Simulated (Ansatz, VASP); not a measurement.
One calculation of CsMo3P, two programs

```
Cs Mo P
1.0
     5.45501    0.00000    0.00000
    -2.72751    4.72418    0.00000
     0.00000    0.00000    5.68382
Cs Mo P
1 3 1
Cartesian
  0.0000 0.0000 2.8419
  2.7275 0.0000 2.8419
  -1.3638 2.3621 2.8419
  1.3638 2.3621 2.8419
  0.0000 0.0000 0.0000
```

Alike in both runs: functional PBE; k mesh 6 × 6 × 4; occupations gaussian, width 0.1 eV; no spin polarisation.

Ansatz relaxed the structure, and its values are those at the end. VASP's run is a single point on that final structure, the one shown.

```csv
,VASP,Ansatz
version,VASP 6.6.1,Ansatz 0.2.0
potentials or method,"VASP PAW PBE potentials, release 64 (Cs_sv, Mo_sv, P)","scalar-relativistic, plane waves, PAW"
plane-wave cutoff (eV),520,420
valence electrons in the cell,56,56
```

|  | VASP | Ansatz | Ansatz less VASP |
| --- | --- | --- | --- |
| gap on the k mesh at the Fermi level (eV) | none | none | - |
| pressure (GPa) | 1.2 | 0.1 | -1.19 |

A gap of «none» marks a metal or a gap that the smearing closes. With one functional, cell and mesh, what is left measures potentials, basis and numerics.

Spin-orbit coupling is left out, which matters for the levels of Cs.
